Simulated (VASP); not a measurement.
# Li2CrCdS4 (C2) in VASP: single point with r2SCAN

Aim: the single point of Li2CrCdS4 with r2SCAN.

All numbers are computed with VASP 6.6.1; they aren't measurements. Logs are shortened: lines on timing, memory, paths and dates and some standing lists are left out, and cuts for length are marked.

### 1 The structure

It takes space group C2 (No. 5, monoclinic). The conventional cell has a = 8.676 Å, b = 8.806 Å, c = 6.153 Å, α = 90.00°, β = 134.74°, γ = 90.00°. Cd (site symmetry 2) is surrounded by 4 S at 2.34 to 2.35 Å. Around Cr (site symmetry 2) lie 4 S at 2.22 to 2.23 Å. Around Li (site symmetry 2) lie 4 S at 2.55 to 2.88 Å. Li (site symmetry 2) is surrounded by 4 S at 2.42 to 2.68 Å. S (site symmetry 1) has 1 Cr at 2.22 Å and 1 Cd at 2.35 Å and 1 Li at 2.55 Å as nearest neighbours. S (site symmetry 1) is surrounded by 1 Cr at 2.23 Å and 1 Cd at 2.34 Å and 1 Li at 2.42 Å.

The cell was built by a generator and needn't be a form met in nature.

### 2 Single point, r2SCAN

File POSCAR:

```
Li2CrCdS4
1.0
    4.3378894500      4.4028507800      0.0000000000
    4.3378894500     -4.4028507800      0.0000000000
    4.3445259700      0.0000000000     -4.3703886500
Cd Cr Li S
1 1 2 4
Direct
    0.0054000000      0.9946000000      0.5000000000
    0.2550500000      0.7449500000      0.0000000000
    0.7966000000      0.2034000000      0.0000000000
    0.5373000000      0.4627000000      0.5000000000
    0.6156000000      0.8502000000      0.9741000000
    0.1498000000      0.3844000000      0.0259000000
    0.3335000000      0.0803000000      0.5618000000
    0.9197000000      0.6665000000      0.4382000000
```

File INCAR.step1:

```
SYSTEM = Li2CrCdS4
ALGO = Normal
EDIFF = 1E-4
ENCUT = 520
GGA = PE
ISMEAR = -1
LASPH = .True.
LCHARG = .False.
LREAL = .False.
LWAVE = .True.
NBANDS = 37
NELM = 100
PREC = Accurate
SIGMA = 0.1
```

File INCAR.step2:

```
SYSTEM = Li2CrCdS4
ALGO = Normal
EDIFF = 1E-7
ENCUT = 520
ISIF = 2
ISMEAR = -1
ISTART = 1
LASPH = .True.
LCHARG = .True.
LELF = .True.
LMIXTAU = .True.
LREAL = .False.
LVHAR = .True.
LWAVE = .False.
METAGGA = R2SCAN
NBANDS = 37
NELM = 100
PREC = Accurate
SIGMA = 0.1
```

File KPOINTS:

```
k-points
0
Gamma
  4 4 4
  0 0 0
```

Potentials or basis: VASP PAW PBE potentials, release 64 (Cd, Cr_pv, Li_sv, S).

Launch:

```bash
$ cat potpaw_PBE.64/Cd/POTCAR potpaw_PBE.64/Cr_pv/POTCAR potpaw_PBE.64/Li_sv/POTCAR potpaw_PBE.64/S/POTCAR > POTCAR
$ cp INCAR.step1 INCAR
$ mpirun -np 1 vasp_std > vasp.out
$ cp INCAR.step2 INCAR
$ mpirun -np 1 vasp_std > vasp.out
```

OUTCAR:

```text
SYSTEM = Li2CrCdS4
   EDIFF = 1E-7
   ENCUT = 520
   ISIF = 2
   ISMEAR = -1
   ISTART = 1
   LASPH = .True.
   LREAL = .False.
   METAGGA = R2SCAN
   NELM = 100
   PREC = Accurate

 ion  position               nearest neighbor table
   1  0.005  0.995  0.500-   7 2.34   8 2.34   5 2.35   6 2.35
   2  0.255  0.745  0.000-   5 2.22   6 2.22   7 2.23   8 2.23
   3  0.797  0.203  0.000-   5 2.55   6 2.55
   4  0.537  0.463  0.500-   7 2.42   8 2.42   6 2.68   5 2.68
   5  0.616  0.850  0.974-   2 2.22   1 2.35   3 2.55   4 2.68
   6  0.150  0.384  0.026-   2 2.22   1 2.35   3 2.55   4 2.68
   7  0.334  0.080  0.562-   2 2.23   1 2.34   4 2.42
   8  0.920  0.666  0.438-   2 2.23   1 2.34   4 2.42

  LATTYP: Found a base centered monoclinic cell.
 ALAT       =     8.6757789000
 B/A-ratio  =     1.0149753309
 C/A-ratio  =     0.7092218542
 COS(beta)  =    -0.7039194421

  Lattice vectors:

 A1 = (   4.3378894500,   4.4028507800,   0.0000000000)
 A2 = (   4.3378894500,  -4.4028507800,   0.0000000000)
 A3 = (  -4.3312529300,   0.0000000000,  -4.3703886500)

Analysis of symmetry for initial positions (statically):
=====================================================================
 Subroutine PRICEL returns:
 Original cell was already a primitive cell.

 Routine SETGRP: Setting up the symmetry group for a
 base centered monoclinic supercell.

 Subroutine GETGRP returns: Found  2 space group operations
 (whereof  2 operations were pure point group operations)
 out of a pool of  4 trial point group operations.

The static configuration has the point symmetry C_2 .

Analysis of symmetry for dynamics (positions and initial velocities):
=====================================================================
 Subroutine PRICEL returns:
 Original cell was already a primitive cell.

 Routine SETGRP: Setting up the symmetry group for a
 base centered monoclinic supercell.

 Subroutine GETGRP returns: Found  2 space group operations
 (whereof  2 operations were pure point group operations)
 out of a pool of  4 trial point group operations.

The dynamic configuration has the point symmetry C_2 .

 Subroutine INISYM returns: Found  2 space group operations
 (whereof  2 operations are pure point group operations),
 and found     1 'primitive' translations

----------------------------------------------------------------------------------------

[... 108 lines left out ...]
   NFREE  =      0    steps in history (QN), initial steepest desc. (CG)
   ISIF   =      2    stress and relaxation
   ISYM   =      2    0-nonsym 1-usesym 2-fastsym
   POTIM  = 0.5000    time-step for ionic-motion
   TEBEG  =    0.0;   TEEND  =   0.0 temperature during run
   PSTRESS=    0.0 pullay stress
   NELECT =      54.0000    total number of electrons
   NUPDOWN=      -1.0000    fix difference up-down
   EMIN   =  10.00;   EMAX   =-10.00  energy-range for DOS
   EFERMI =   0.00;   METHOD = LEGACY
   ISMEAR =    -1;   SIGMA  =   0.10  broadening in eV -4-tet -1-fermi 0-gaus
   EFERMI_NEDOS =   21; number of points for ismear=-14 and -15
   IALGO  =     38    algorithm
   IMIX   =      4    mixing-type and parameters
     AMIX     =   0.40;   BMIX     =  1.00
     AMIX_MAG =   1.60;   BMIX_MAG =  1.00
  volume/ion in A,a.u.               =      20.87       140.82
  Fermi-wavevector in a.u.,A,eV,Ry     =   1.123790  2.123656 17.182858  1.262904
  Thomas-Fermi vector in A             =   2.260458
   LORBIT       =      0    0 simple, 1 ext, 2 COOP (PROOUT), +10 PAW based schemes
   METAGGA = R2SCAN    functional components
   LHFCALC =     F    Hartree Fock is set to
   AEXX    =    0.0000 exact exchange contribution
   IVDW    =     0    specifies the selected vdW correction
   LEPSILON=     F    determine dielectric tensor
   LRPA    =     F    only Hartree local field effects (RPA)
 non-spin polarized calculation
  energy-cutoff  :      520.00
  volume of cell :      166.94
 maximum number of plane-waves:      4529
 NGX is ok and might be reduce to    48
   NGX = 23   NGY = 23   NGZ = 23

 number of electron      53.9999991 magnetization

 Free energy of the ion-electron system (eV)
  ---------------------------------------------------
  ext. energy  EPLUGINS =         0.00000000
  ---------------------------------------------------
  free energy    TOTEN  =       -77.66945041 eV

  energy without entropy =      -77.46753003  energy(sigma->0) =      -77.56849022

 E-fermi :   2.8987     XC(G=0):  -9.3293

 val. band max:        2.8895155197   @ k =   0.0000   0.0000   0.0000
 cond. band min:       2.9144490818   @ k =  -0.2500   0.2500   0.0000
 fundamental gap:      0.0249335621
 Fermi energy:         2.8987082362

 k-point     1 :       0.0000    0.0000    0.0000
  band No.  band energies     occupation
      1     -45.2419      2.00000
      2     -44.6244      2.00000
      3     -42.4083      2.00000
      4     -42.3491      2.00000
      5     -42.3286      2.00000
      6     -11.2385      2.00000
[... 949 lines left out ...]
     36       8.8650      0.00000
     37       9.0237      0.00000

------------------------ aborting loop because EDIFF is reached ----------------------------------------

  FORCE on cell =-STRESS in cart. coord.  units (eV):
  Direction    XX          YY          ZZ          XY          YZ          ZX
  --------------------------------------------------------------------------------------
  -------------------------------------------------------------------------------------
  Total        3.2587971      2.3106027      1.2358338      0.0000000      0.0000000     -0.1325168
  in kB       31.2755826     22.1754972     11.8606407      0.0000000      0.0000000     -1.2718007
  external PRESSURE =      21.7705735 kB  Pullay stress =       0.0000000 kB

 VOLUME and BASIS-vectors are now :
 -----------------------------------------------------------------------------
  energy-cutoff  :      520.00
  volume of cell :      166.94
      direct lattice vectors                 reciprocal lattice vectors
     4.337889450  4.402850780  0.000000000     0.115263426  0.113562786  0.114581331
     4.337889450 -4.402850780  0.000000000     0.115263426 -0.113562786  0.114581331
     4.344525970  0.000000000 -4.370388650     0.000000000  0.000000000 -0.228812602

 POSITION                                       TOTAL-FORCE (eV/Angst)
 -----------------------------------------------------------------------------------
      6.51015     -4.35530     -2.18519        -0.000000     -0.041079      0.000000
      4.33789     -2.15696      0.00000        -0.000000     -0.064795      0.000000
      4.33789      2.61177      0.00000        -0.000000     -0.157250      0.000000
      6.51015      0.32845     -2.18519        -0.000000     -0.262095      0.000000
     10.59048     -1.03291     -4.25720        -0.760374     -1.162059     -1.790071
      2.42982     -1.03291     -0.11319         0.760374     -1.162059      1.790071
      4.23577      1.11480     -2.45528         1.709765      1.424669     -0.839059
      8.78453      1.11480     -1.91510        -1.709765      1.424669      0.839059
 -----------------------------------------------------------------------------------
    total drift:                                0.000000     -0.009984     -0.000000

  FREE ENERGIE OF THE ION-ELECTRON SYSTEM (eV)
  ---------------------------------------------------
  free  energy   TOTEN  =       -77.6694504132 eV

  energy  without entropy=      -77.4675300325  energy(sigma->0) =      -77.56849022
```

It took 10 min on 1 thread of Intel Xeon Platinum 8488C (Sapphire Rapids), shared host; peak memory 0.46 GiB.

What came out:

```
Free energy            : -77.6695 eV
Largest force          : 2.378 eV/Å
Band gap on the k mesh : none (metal or under the smearing width)
```

Forces on the atoms (eV/Å):
```
Cd   0.000 -0.041  0.000
Cr   0.000 -0.065  0.000
Li   0.000 -0.157  0.000
Li   0.000 -0.262  0.000
S   -0.760 -1.162 -1.790
S    0.760 -1.162  1.790
S    1.710  1.425 -0.839
S   -1.710  1.425  0.839
```

Caveat: the cutoff is under 1.25 times the usual one of these potentials, so pressure, stress and relaxed cells hold a basis-set (Pulay) error; the PAW data sets were made with another functional, which shifts forces and pressure a little; the run has no spin polarisation, though such a crystal can be magnetic. With open d or f shells a metallic result of r2SCAN can be an artefact of self-interaction; +U or a hybrid may open a gap.
